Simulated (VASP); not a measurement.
Input for VASP

**KPOINTS**
```
Regular mesh
0
gamma
4 7 4
0 0 0
```

**INCAR**
```
SYSTEM=Zn4O3S
PREC=Accurate; ENCUT=520; LREAL=.FALSE.
LASPH=.TRUE.
EDIFF=1E-6; NELM=100; ALGO=Normal
LMAXMIX=4
ISMEAR=0; SIGMA=0.05
GGA=PS
IBRION=2; NSW=60; ISIF=3
EDIFFG=-0.02
LWAVE=.FALSE.; LCHARG=.FALSE.
```

POSCAR:
```
Zn4O3S
1
    3.3678694444    -5.8446027220     0.0293348028
    1.6888191194     2.9251211583    -0.0000000043
    0.0235488593    -0.0135959453     5.4650305467
Zn S O
4 1 3
Direct
  0.3350074008   0.3350064008   0.4528280803
  0.1327938960   0.6327948960   0.0235118678
  0.8306418095   0.3306408095   0.5154615832
  0.6982060921   0.6982060921   0.0189858641
  0.3395471183   0.3395461183   0.8709439317
  0.1553266846   0.6553276846   0.3809352034
  0.8286805645   0.3286795645   0.8821991015
  0.6797984343   0.6797984343   0.3831343679
```

POTCAR, in this order: Zn S O (PBE.64 set). Program: vasp_std.

Q: Translate this PBEsol calculation to Ansatz.

A: One equivalent input (not run):
Ansatz 0.2 input:
```yaml
crystal:
  lattice:
    - [3.3678694, -5.8446027, 0.0293348]
    - [1.6888191, 2.9251212, -0.0000000]
    - [0.0235489, -0.0135959, 5.4650305]
  atoms:
    - { symbol: Zn, position: [0.3350074, 0.3350064, 0.4528281] }
    - { symbol: Zn, position: [0.1327939, 0.6327949, 0.0235119] }
    - { symbol: Zn, position: [0.8306418, 0.3306408, 0.5154616] }
    - { symbol: Zn, position: [0.6982061, 0.6982061, 0.0189859] }
    - { symbol: S, position: [0.3395471, 0.3395461, 0.8709439] }
    - { symbol: O, position: [0.1553267, 0.6553277, 0.3809352] }
    - { symbol: O, position: [0.8286806, 0.3286796, 0.8821991] }
    - { symbol: O, position: [0.6797984, 0.6797984, 0.3831344] }
kpoints:
  mp_grid: { grid: [4, 7, 4] }
hamiltonian:
  xc: pbesol
  pseudopotentials: { kind: paw }
scf:
  occupations: { method: gaussian, width: 0.05 }
  max_iter: 100
relax:
  max_steps: 60
  f_tol: 0.02
  cell: {}
output: { forces: true, stress: true, eigenvalues: true }
```
What does not carry over: each code has its own PAW files, so the cut-off isn't converted (ENCUT is set for VASP's; basis.ecutwfc is left out, and Ansatz then takes the one that its files recommend); Ansatz stops its SCF on the density residual and VASP on the energy change (EDIFF).

The structure was generated: Zn4O3S was put into an ordered model structure (Pm), which need not be its known phase. This run relaxes it. Symmetry was kept, so distortions that lower it aren't found. The start is the result of an earlier pass.
